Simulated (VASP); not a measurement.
Here is the system:

```
Sn
1.0
   -2.96555     2.96555     1.61485
    2.96555    -2.96555     1.61485
    2.96555     2.96555    -1.61485
Sn
2
Direct
  0.25000   0.75000   0.50000
  0.00000   0.00000   0.00000
```

Level of theory: PW91 GGA, VASP's PBE PAW potentials (set 64) (plane waves; VASP). Run with 520 eV cut-off, 12×12×12 Γ-centred mesh, first-order Methfessel-Paxton smearing of 0.10 eV, potentials Sn_d.

Unless said otherwise, spin-orbit coupling is left out, though it shifts the bands of the heavy elements here.

### Question
Estimate the energy per atom (σ→0), band gap (on the k-mesh) with the smallest direct gap where there is one.

### Answer

| Quantity | Value |
|---|---|
| band gap (on the k-mesh) | none (metal, semimetal or under 0.01 eV) |
| energy per atom (σ→0) | -3.832 eV/atom |

Only differences to runs with the same potentials and settings are physical.

The compound is Sn in the beta structure. It was relaxed first, which changed the volume by +5 %. The start is the result of an earlier pass.
